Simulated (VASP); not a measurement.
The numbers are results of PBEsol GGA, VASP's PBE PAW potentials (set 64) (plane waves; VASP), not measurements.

VASP ran on this input.

File POSCAR:
```
PbO
1
    3.1582674355     0.0000000000     0.0000000000
    0.0000000000     3.1582674355    -0.0000000000
    0.0000000000     0.0000000000     3.1582674355
Pb O
1 1
Direct
  0.0000000000   0.0000000000   0.0000000000
  0.5000000000   0.5000000000   0.5000000000
```

### KPOINTS
```
Automatic
0
gamma
  8 8 8
```

### INCAR
```
ALGO = Normal
EDIFF = 1E-6
EDIFFG = -0.01
ENCUT = 520
GGA = PS
IBRION = 2
ISIF = 3
ISMEAR = 0
LASPH = .TRUE.
LCHARG = .FALSE.
LMAXMIX = 4
LREAL = .FALSE.
LWAVE = .FALSE.
NELM = 100
NSW = 60
PREC = Accurate
SIGMA = 0.05
SYSTEM = PbO
```

POTCAR, in this order: Pb_d O (PBE.64 set). Program: vasp_std.

Output of the run:

File OSZICAR:
```
       N       E                     dE             d eps       ncg     rms          rms(c)
DAV:   1     0.173349617279E+03    0.17335E+03   -0.10968E+04   994   0.180E+03
DAV:   2     0.931548445416E+00   -0.17242E+03   -0.16609E+03  1064   0.413E+02
DAV:   3    -0.121521580739E+02   -0.13084E+02   -0.13004E+02  1248   0.119E+02
DAV:   4    -0.124104004983E+02   -0.25824E+00   -0.25814E+00  1072   0.177E+01
DAV:   5    -0.124182128115E+02   -0.78123E-02   -0.78122E-02  1272   0.317E+00    0.764E+00
DAV:   6    -0.108218621826E+02    0.15964E+01   -0.12533E+01  1356   0.325E+01    0.477E+00
DAV:   7    -0.105535736568E+02    0.26829E+00   -0.16791E+00  1110   0.121E+01    0.142E+00
DAV:   8    -0.105394203792E+02    0.14153E-01   -0.36244E-01  1110   0.685E+00    0.926E-01
DAV:   9    -0.105252277363E+02    0.14193E-01   -0.33911E-02  1136   0.252E+00    0.122E-01
DAV:  10    -0.105255667475E+02   -0.33901E-03   -0.32543E-03  1130   0.658E-01    0.120E-01
DAV:  11    -0.105253845709E+02    0.18218E-03   -0.16821E-03  1034   0.437E-01    0.645E-02
DAV:  12    -0.105253317836E+02    0.52787E-04   -0.14897E-04  1034   0.124E-01    0.151E-03
DAV:  13    -0.105253319542E+02   -0.17065E-06   -0.20639E-06   930   0.154E-02
   1 F= -.10525332E+02 E0= -.10525332E+02  d E =-.105253E+02
```

**OUTCAR**
```
------------------------ aborting loop because EDIFF is reached ----------------------------------------
  FORCE on cell =-STRESS in cart. coord.  units (eV):
  Direction    XX          YY          ZZ          XY          YZ          ZX
  --------------------------------------------------------------------------------------
  Total       -0.0071953     -0.0071953     -0.0071953      0.0000000      0.0000000      0.0000000
  in kB       -0.3659420     -0.3659420     -0.3659420      0.0000000      0.0000000      0.0000000
  external PRESSURE =      -0.3659420 kB  Pullay stress =       0.0000000 kB
  volume of cell :       31.50
      direct lattice vectors                 reciprocal lattice vectors
     3.158267435  0.000000000  0.000000000     0.316629298  0.000000000  0.000000000
     0.000000000  3.158267435  0.000000000     0.000000000  0.316629298  0.000000000
     0.000000000  0.000000000  3.158267435     0.000000000  0.000000000  0.316629298
 POSITION                                       TOTAL-FORCE (eV/Angst)
 -----------------------------------------------------------------------------------
      0.00000      0.00000      0.00000         0.000000      0.000000      0.000000
      1.57913      1.57913      1.57913         0.000000      0.000000      0.000000
 -----------------------------------------------------------------------------------
    total drift:                                0.000000      0.000000     -0.000000
  FREE ENERGIE OF THE ION-ELECTRON SYSTEM (eV)
  ---------------------------------------------------
  free  energy   TOTEN  =       -10.5253319542 eV

  energy  without entropy=      -10.5253319542  energy(sigma->0) =      -10.52533195

 reached required accuracy - stopping structural energy minimisation
```
(Selected blocks of OUTCAR.)

The structure was generated: PbO was put into the CsCl type type (Pm-3m), which need not be its known phase. It was relaxed first, which changed the volume by +50 %. The start is the result of an earlier pass.
